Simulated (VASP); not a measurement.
OBSiClH4: electron localisation function with PBE

The system is OBSiClH4, in a box.

```
O B Si Cl H
1.0
    12.00000    0.00000    0.00000
     0.00000   13.00000    0.00000
     0.00000    0.00000   14.00000
O B Si Cl H
1 1 1 1 4
Direct
  0.42205 0.61555 0.44045
  0.44916 0.51589 0.45030
  0.48286 0.45347 0.57947
  0.45574 0.43650 0.34699
  0.40796 0.63601 0.37533
  0.47306 0.53005 0.65787
  0.59799 0.41093 0.57881
  0.40418 0.36722 0.59780
```

```
Program                : VASP 6.6.1
Task                   : electron localisation function
Functional             : PBE
Potentials or basis    : VASP PAW PBE potentials, release 64 (O, B, Si, Cl, H)
Cutoff                 : 520 eV
k mesh                 : 1 × 1 × 1
Occupations            : gaussian, width 0.01 eV
Spin                   : no spin polarisation
Further INCAR settings : ALGO = Fast; EDIFF = 1e-07
```

```json
{"Largest force": "0.600 eV/Å", "Gap between the frontier levels": "5.09 eV"}
```

Forces in eV/Å, atoms in the order of the input:
```
O   -0.023  0.332  0.491
B    0.111 -0.408  0.109
Si  -0.022  0.056 -0.062
Cl   0.012 -0.112 -0.131
H   -0.114  0.210 -0.551
H   -0.005  0.071  0.103
H    0.109 -0.053  0.010
H   -0.068 -0.097  0.031
```

Levels at points of the mesh, in eV from the valence-band top:
```
           k point  band 10  band 11  band 12  band 13  band 14  band 15
(0.00, 0.00, 0.00)    -0.96    -0.87     0.00     5.09     6.25     6.90
```

Run time: 3.2 min on 1 thread of Intel(R) Xeon(R) Platinum 8488C (Sapphire Rapids), with other jobs on the host, peak memory 1.7 GiB.

A hybrid or GW would open this gap; PBE tends to underestimate it.
